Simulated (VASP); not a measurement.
Here is the system:

```
Ti
1.0
    1.43078    -2.47818     0.00000
    1.43078     2.47818     0.00000
    0.00000     0.00000     4.53766
Ti
2
Direct
  0.33333   0.66667   0.25000
  0.66667   0.33333   0.75000
```

Method: PBE GGA with D3 dispersion (zero damping), VASP's PBE PAW potentials (set 64) (plane waves; VASP). Numerical set-up: 520 eV cut-off, 14×14×8 Γ-centred mesh, first-order Methfessel-Paxton smearing of 0.10 eV, potentials Ti_sv.

Give the stress tensor in GPa (positive for a compressed cell).

```
3.73  0.00  0.00
0.00  3.73  0.00
0.00  0.00  3.70
```
The pressure is its mean diagonal, 3.72 GPa.

The compound is Ti in the hcp structure. This cell is one point of a volume scan, at 0.97 of the reference volume.
